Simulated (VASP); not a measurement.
Input:

```
LiCl
1.0
    0.00000     2.48074     2.48074
    2.48074     0.00000     2.48074
    2.48074     2.48074     0.00000
Li Cl
1 1
Direct
  0.00000   0.00000   0.00000
  0.50000   0.50000   0.50000
```

Level of theory: LDA (Ceperley-Alder, Perdew-Zunger), VASP's LDA PAW potentials (set 64) (plane waves; VASP 6.6.1). Settings: 520 eV cut-off, 9×9×9 Γ-centred mesh, Gaussian smearing of 0.010 eV, potentials Li_sv Cl.

**Question.** Give the electronic dielectric tensor ε∞ (DFPT, local fields included).

**Answer.** 
```
3.19  0.00  0.00
0.00  3.19  0.00
0.00  0.00  3.19
```

**Question.** Give the Born effective charges.

**Answer.** 
| atom | Z*xx | Z*yy | Z*zz | mean |
|---|---|---|---|---|
| Li1 | 1.17 | 1.17 | 1.17 | 1.17 |
| Cl2 | -1.17 | -1.17 | -1.17 | -1.17 |

**Question.** And the static tensor with the ions free?

**Answer.** 
```
10.4  0.00  0.00
0.00  10.4  0.00
0.00  0.00  10.4
```

**Question.** Which frequencies do the optical Γ-point modes have (no LO-TO splitting)?

**Answer.** 227 (×3) cm⁻¹.

The compound is LiCl in the rock salt structure. It was relaxed first, which changed the volume by -10 %.
